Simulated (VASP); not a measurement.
Energy against volume of NaI (rock salt). Calculation: vdW-DF-cx, VASP's PBE PAW potentials (set 64) (plane waves; VASP). Run with 520 eV cut-off, 7×7×7 Γ-centred mesh, Gaussian smearing of 0.050 eV, potentials Na_pv I.

| V (Å³/atom) | E (eV/atom) |
|---|---|
| 31.714 | -0.67033 |
| 32.726 | -0.67537 |
| 33.738 | -0.67672 |
| 34.750 | -0.67495 |

Problem. Fit these four points and predict the energy of the run at 35.762 Å³/atom.

Solution. A cubic in V^(−2/3), the third-order Birch-Murnaghan form, passes through the four points with V0 = 33.64 Å³/atom and B0 = 17 GPa, and gives -0.6705 eV/atom there. The run gave -0.6706 eV/atom, -0.0 meV/atom from the fit; all five points give B0 = 17 GPa.

The compound is NaI in the rock salt structure. It was relaxed first.
